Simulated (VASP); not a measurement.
Calculation: PBE GGA, VASP's PBE PAW potentials (set 64) (plane waves; VASP).

A VASP calculation is set up with these files.

### KPOINTS
```
kpoints
0
G
13 13 7
0 0 0
```

**INCAR**
```
SYSTEM  =  Ti
PREC  =  Accurate; ENCUT  =  400; LREAL  =  F
LASPH  =  T
EDIFF  =  1E-6; NELM  =  100; ALGO  =  Conjugate
LMAXMIX  =  4
ISMEAR  =  1; SIGMA  =  0.1
GGA  =  PE
ISIF  =  2
LWAVE  =  F; LCHARG  =  F
```

File POSCAR:
```
Ti
3.0090
  0.5000000000  -0.8660252576   0.0000000000
  0.5000000000   0.8660252576   0.0000000000
  0.0000000000   0.0000000000   1.5864406780
Ti
2
Cart
  0.5000000000   0.2886756632   0.3966101695
  0.5000000000  -0.2886756632   1.1898305085
```

POTCAR, in this order: Ti_sv (PBE.64 set). Program: vasp_std.

Output of the run:

OSZICAR:
```
       N       E                     dE             d eps       ncg     rms           ort
DAV:   1     0.224784708302E+03    0.22478E+03   -0.11713E+04  1344   0.165E+03
DAV:   2     0.918799707395E+01   -0.21560E+03   -0.21427E+03  1344   0.450E+02
DAV:   3    -0.167391506583E+02   -0.25927E+02   -0.25799E+02  1344   0.128E+02
DAV:   4    -0.178584998058E+02   -0.11193E+01   -0.11193E+01  1344   0.274E+01
DAV:   5    -0.179227111937E+02   -0.64211E-01   -0.64211E-01  1344   0.454E+00
SDA:   6    -0.122340307371E+02    0.56887E+01   -0.64211E-01  1344   0.214E+02   0.000E+00
CGA:   7    -0.148342372051E+02   -0.26002E+01   -0.25960E+01  1344   0.231E+01  -0.169E-01
CGA:   8    -0.154338322150E+02   -0.59960E+00   -0.60004E+00  1344   0.463E+00  -0.809E-02
CGA:   9    -0.155203710248E+02   -0.86539E-01   -0.86451E-01  1344   0.170E+00  -0.324E-02
CGA:  10    -0.155703543641E+02   -0.49983E-01   -0.49776E-01  1344   0.528E-01   0.654E-03
CGA:  11    -0.155827390465E+02   -0.12385E-01   -0.12387E-01  1344   0.167E-01  -0.113E-03
CGA:  12    -0.155868790778E+02   -0.41400E-02   -0.41377E-02  1344   0.550E-02   0.573E-04
CGA:  13    -0.155885337764E+02   -0.16547E-02   -0.16540E-02  1344   0.203E-02   0.603E-05
CGA:  14    -0.155892398326E+02   -0.70606E-03   -0.70601E-03  1344   0.112E-02   0.281E-06
CGA:  15    -0.155896431871E+02   -0.40335E-03   -0.40104E-03  1344   0.577E-03   0.193E-04
CGA:  16    -0.155898595467E+02   -0.21636E-03   -0.21790E-03  1344   0.272E-03  -0.122E-04
CGA:  17    -0.155899605436E+02   -0.10100E-03   -0.10093E-03  1344   0.105E-03   0.696E-06
CGA:  18    -0.155900001054E+02   -0.39562E-04   -0.39102E-04  1344   0.536E-04   0.455E-05
CGA:  19    -0.155900239019E+02   -0.23796E-04   -0.24285E-04  1344   0.327E-04  -0.322E-05
CGA:  20    -0.155900366035E+02   -0.12702E-04   -0.12552E-04  1344   0.174E-04   0.134E-05
CGA:  21    -0.155900433010E+02   -0.66975E-05   -0.66376E-05  1344   0.102E-04   0.102E-05
CGA:  22    -0.155900469362E+02   -0.36352E-05   -0.36448E-05  1344   0.657E-05  -0.432E-06
CGA:  23    -0.155900496920E+02   -0.27559E-05   -0.27850E-05  1344   0.461E-05  -0.227E-06
CGA:  24    -0.155900520518E+02   -0.23598E-05   -0.24272E-05  1344   0.355E-05  -0.311E-06
CGA:  25    -0.155900537325E+02   -0.16807E-05   -0.18271E-05  1344   0.313E-05  -0.730E-06
CGA:  26    -0.155900545149E+02   -0.78239E-06   -0.80217E-06  1344   0.163E-05   0.410E-06
   1 F= -.15590055E+02 E0= -.15590183E+02  d E =0.384516E-03
```

**OUTCAR**
```
------------------------ aborting loop because EDIFF is reached ----------------------------------------
  FORCE on cell =-STRESS in cart. coord.  units (eV):
  Direction    XX          YY          ZZ          XY          YZ          ZX
  --------------------------------------------------------------------------------------
  Total       -1.8455411     -1.8455405     -1.9589996      0.0000000      0.0000000      0.0000000
  in kB      -78.9975013    -78.9974747    -83.8540363      0.0000000      0.0000000      0.0000000
  external PRESSURE =     -80.6163374 kB  Pullay stress =       0.0000000 kB
  volume of cell :       37.43
      direct lattice vectors                 reciprocal lattice vectors
     1.504500000 -2.605870000  0.000000000     0.332336324 -0.191874499  0.000000000
     1.504500000  2.605870000  0.000000000     0.332336324  0.191874499  0.000000000
     0.000000000  0.000000000  4.773600000     0.000000000  0.000000000  0.209485504
 POSITION                                       TOTAL-FORCE (eV/Angst)
 -----------------------------------------------------------------------------------
      1.50450      0.86863      1.19340         0.000000     -0.000000      0.000000
      1.50450     -0.86863      3.58020         0.000000      0.000000      0.000000
 -----------------------------------------------------------------------------------
    total drift:                                0.000198      0.001073     -0.000018
  FREE ENERGIE OF THE ION-ELECTRON SYSTEM (eV)
  ---------------------------------------------------
  free  energy   TOTEN  =       -15.5900545149 eV

  energy  without entropy=      -15.5904390313  energy(sigma->0) =      -15.59018269
```
(Selected blocks of OUTCAR.)

OUTCAR:
```
 val. band max:        7.5736554560   @ k =   0.0000   0.0000   0.2857

 cond. band min:       7.5882267282   @ k =   0.3077   0.3077   0.2857


 Fermi energy:         7.5873314364

 k-point     1 :       0.0000    0.0000    0.0000
  band No.  band energies     occupation
      1     -49.4094      2.00000
      2     -49.3098      2.00000
      3     -25.9328      2.00000
      4     -25.4161      2.00000
      5     -25.4161      2.00000
      6     -25.3807      2.00000
      7     -25.3365      2.00000
      8     -25.3365      2.00000
      9       1.5741      2.00000
     10       5.0667      2.00000
     11       8.1495     -0.00000
     12       8.3050     -0.00000
     13       8.3050     -0.00000
     14       8.3842     -0.00000
     15       8.7475     -0.00000
     16       8.7475     -0.00000

 k-point     2 :       0.0769    0.0000    0.0000
  band No.  band energies     occupation
      1     -49.4049      2.00000
      2     -49.3076      2.00000
      3     -25.9226      2.00000
      4     -25.4367      2.00000
      5     -25.4230      2.00000
      6     -25.3850      2.00000
      7     -25.3581      2.00000
      8     -25.3393      2.00000
      9       1.7297      2.00000
     10       5.1890      2.00000
     11       7.8835     -0.00024
     12       8.0380     -0.00000
     13       8.4111     -0.00000
     14       8.5856     -0.00000
     15       8.6792     -0.00000
     16       8.8417     -0.00000

 k-point     3 :       0.1538    0.0000    0.0000
  band No.  band energies     occupation
      1     -49.3928      2.00000
      2     -49.3027      2.00000
      3     -25.8935      2.00000
      4     -25.4942      2.00000
      5     -25.4417      2.00000
      6     -25.4168      2.00000
      7     -25.3981      2.00000
      8     -25.3476      2.00000
      9       2.1794      2.00000
     10       5.5140      2.00000
     11       7.3476      2.00356
     12       7.6571      0.08135
     13       8.4567     -0.00000
...
```

The all-band solver leaves the empty bands unoptimised.

The compound is Ti in the hcp structure. The cell was not relaxed at this level. The run is one of a series of settings (ALGO = Conjugate against the base run), some of them coarse on purpose.
